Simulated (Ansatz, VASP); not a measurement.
NbTe in VASP and in Ansatz

```xyz
2
Lattice="3.6274 0.0000 0.0000 -1.8137 3.1414 0.0000 0.0000 0.0000 3.6188" Properties=species:S:1:pos:R:3 pbc="T T T"
Te    1.8137    1.0471    0.0000
Nb    0.0000    0.0000    1.8094
```

Change from the starting cell: volume scaled by 0.94.

Alike in both runs: task single point; functional PBE; k mesh 8 × 8 × 7; occupations fermi-dirac, width 0.05 eV; no spin polarisation.

|  | VASP | Ansatz |
| --- | --- | --- |
| version | VASP 6.6.1 | Ansatz 0.2.0 |
| potentials or method | VASP PAW PBE potentials, release 64 (Te, Nb_sv) | Ansatz PAW |
| plane-wave cutoff (eV) | 520 | 420 |
| valence electrons in the cell | 19 | 29 |

Ansatz gave:

```
gap on the k mesh at the Fermi level (eV)       : none
pressure (GPa)                                  : 7.9
largest component of the traceless stress (GPa) : 2.07
```

Which values does VASP return?

gap on the k mesh at the Fermi level (eV): none; pressure (GPa): 7.6; largest component of the traceless stress (GPa): 2.01.

A gap of «none» marks a metal or a gap that the smearing closes. The functional is the same, so the differences come from potentials, cutoffs and numerics. The two sets of potentials don't hold the same shells in valence.

Spin-orbit coupling is left out, which matters for the levels of Te.
